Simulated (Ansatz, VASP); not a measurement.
Al2BC3: VASP beside Ansatz

```
CELL_PARAMETERS angstrom
4.04920 0.00000 0.00000
0.00000 4.04920 0.00000
0.00000 0.00000 4.51830
ATOMIC_POSITIONS crystal
Al 0.00000 0.00000 0.00000
Al 0.50000 0.50000 0.00000
B 0.00000 0.00000 0.50000
C 0.50000 0.00000 0.00000
C 0.00000 0.50000 0.00000
C 0.50000 0.50000 0.50000
```

Alike in both runs: task single point; functional PBE; k mesh 4 × 4 × 4; occupations gaussian, width 0.1 eV; collinear spin.

|  | VASP | Ansatz |
| --- | --- | --- |
| version | VASP 6.6.1 | Ansatz 0.2.0 |
| potentials or method | VASP PAW PBE potentials, release 64 (Al, B, C) | scalar-relativistic, plane waves, PAW |
| plane-wave cutoff (eV) | 520 | 420 |
| valence electrons in the cell | 21 | 21 |

```csv
,VASP,Ansatz,Ansatz less VASP
gap on the k mesh at the Fermi level (eV),none,none,-
pressure (GPa),-1.6,-1.5,+0.06
largest component of the traceless stress (GPa),11.41,11.39,-0.023
net moment per atom (μB),0.08,0.08,-0.001
size of the moment on the site where the two differ most (μB),0.18,0.25,+0.067
```

Site moments also hang on the region over which each program counts them. A gap of «none» marks a metal or a gap that the smearing closes.

Caveats: the k mesh is coarse (spacing up to 0.39 Å⁻¹), so the values aren't converged.
